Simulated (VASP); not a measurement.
These are LDA (Ceperley-Alder, Perdew-Zunger), VASP's LDA PAW potentials (set 64) (plane waves; VASP) values and carry that method's errors.

The input files of a VASP run:

File POSCAR:
```
SiC
1
    1.5092000000    -2.6140110000     0.0000000000
    1.5092000000     2.6140110000     0.0000000000
    0.0000000000     0.0000000000     4.9490000000
Si C
2 2
Direct
  0.6666670000   0.3333330000   0.5000000000
  0.3333330000   0.6666670000   0.0000000000
  0.6666670000   0.3333330000   0.8750000000
  0.3333330000   0.6666670000   0.3750000000
```

KPOINTS:
```
Automatic mesh
0
Gamma
6 6 4
0 0 0
```

### INCAR
```
# general
SYSTEM = SiC
PREC   = Accurate
ENCUT  = 400   # plane-wave cut-off (eV)
LREAL  = .FALSE.   # projection in real space or not
LASPH  = .TRUE.   # aspherical one-centre terms

# electronic loop
EDIFF  = 1E-6   # SCF stop (eV)
NELM   = 100   # most electronic steps
ALGO   = Normal   # blocked Davidson

# smearing
ISMEAR = -1   # Fermi-Dirac
SIGMA  = 0.02

# ions
ISIF   = 2   # forces and stress, cell fixed

# output
LWAVE  = .FALSE.
LCHARG = .FALSE.
```

POTCAR, in this order: Si C (LDA.64 set). Program: vasp_std.

What VASP printed:

File OSZICAR:
```
       N       E                     dE             d eps       ncg     rms          rms(c)
DAV:   1     0.213777695565E+02    0.21378E+02   -0.63850E+03   504   0.967E+02
DAV:   2    -0.351794442222E+02   -0.56557E+02   -0.50517E+02   760   0.168E+02
DAV:   3    -0.376299573091E+02   -0.24505E+01   -0.24354E+01   656   0.352E+01
DAV:   4    -0.376582358489E+02   -0.28279E-01   -0.28264E-01   612   0.439E+00
DAV:   5    -0.376587169311E+02   -0.48108E-03   -0.48097E-03   636   0.545E-01    0.137E+01
DAV:   6    -0.334473927381E+02    0.42113E+01   -0.11971E+01   608   0.222E+01    0.636E+00
DAV:   7    -0.332709458131E+02    0.17645E+00   -0.11002E+00   636   0.696E+00    0.259E+00
DAV:   8    -0.332327762052E+02    0.38170E-01   -0.63885E-02   568   0.179E+00    0.642E-01
DAV:   9    -0.332290101255E+02    0.37661E-02   -0.71386E-03   608   0.634E-01    0.130E-01
DAV:  10    -0.332290441406E+02   -0.34015E-04   -0.41454E-04   596   0.158E-01    0.610E-02
DAV:  11    -0.332290452511E+02   -0.11105E-05   -0.11647E-05   620   0.324E-02    0.194E-02
DAV:  12    -0.332290439234E+02    0.13277E-05   -0.25511E-06   472   0.107E-02    0.363E-03
DAV:  13    -0.332290438978E+02    0.25574E-07   -0.78325E-07   332   0.568E-03
   1 F= -.33229044E+02 E0= -.33229044E+02  d E =-.612612E-12
```

File OUTCAR:
```
------------------------ aborting loop because EDIFF is reached ----------------------------------------
  FORCE on cell =-STRESS in cart. coord.  units (eV):
  Direction    XX          YY          ZZ          XY          YZ          ZX
  --------------------------------------------------------------------------------------
  Total        2.0860744      2.0860743      2.2939948      0.0000000     -0.0000000      0.0000000
  in kB       85.5930929     85.5930878     94.1242117      0.0000000     -0.0000000      0.0000000
  external PRESSURE =      88.4367975 kB  Pullay stress =       0.0000000 kB
  volume of cell :       39.05
      direct lattice vectors                 reciprocal lattice vectors
     1.509200000 -2.614011000  0.000000000     0.331301352 -0.191276930  0.000000000
     1.509200000  2.614011000  0.000000000     0.331301352  0.191276930  0.000000000
     0.000000000  0.000000000  4.949000000     0.000000000  0.000000000  0.202061022
  FREE ENERGIE OF THE ION-ELECTRON SYSTEM (eV)
  ---------------------------------------------------
  free  energy   TOTEN  =       -33.2290438978 eV

  energy  without entropy=      -33.2290438978  energy(sigma->0) =      -33.22904390
```
(Selected blocks of OUTCAR.)

File OUTCAR:
```
 val. band max:        8.9032391995   @ k =   0.0000   0.0000   0.0000

 cond. band min:      10.9223668122   @ k =   0.3333   0.3333   0.0000


 Fermi energy:         9.3799881790

 k-point     1 :       0.0000    0.0000    0.0000
  band No.  band energies     occupation
      1      -7.0564      2.00000
      2      -3.2056      2.00000
      3      -0.1765      2.00000
      4       7.5505      2.00000
      5       7.5505      2.00000
      6       8.7562      2.00000
      7       8.9032      2.00000
      8       8.9032      2.00000
      9      14.1304      0.00000
     10      15.7215      0.00000
     11      15.7832      0.00000
     12      15.7833      0.00000

 k-point     2 :       0.1667   -0.0000    0.0000
  band No.  band energies     occupation
      1      -6.5538      2.00000
      2      -2.7815      2.00000
      3       0.2906      2.00000
      4       5.3134      2.00000
      5       6.8226      2.00000
      6       7.3489      2.00000
      7       8.3907      2.00000
      8       8.6208      2.00000
      9      13.9425      0.00000
     10      15.9813      0.00000
     11      16.3173      0.00000
     12      16.6604      0.00000

 k-point     3 :       0.3333    0.0000    0.0000
  band No.  band energies     occupation
      1      -5.1090      2.00000
      2      -1.7606      2.00000
      3       1.2832      2.00000
      4       2.3435      2.00000
      5       4.5090      2.00000
      6       5.8343      2.00000
      7       6.9610      2.00000
      8       7.9851      2.00000
      9      12.2957      0.00000
     10      13.7763      0.00000
     11      16.4855      0.00000
     12      16.5392      0.00000

 k-point     4 :       0.5000   -0.0000    0.0000
  band No.  band energies     occupation
      1      -3.5036      2.00000
      2      -2.0133      2.00000
      3       1.0111      2.00000
      4       2.4892      2.00000
      5       3.2276      2.00000
      6       5.3923      2.00000
...
```

At this cut-off the stress carries a Pulay error, which pulls relaxed volumes low.

The structure is a typed SiC crystal (P6_3mc). The cell was not relaxed at this level, and its volume differs by -5.9 % from the start's.
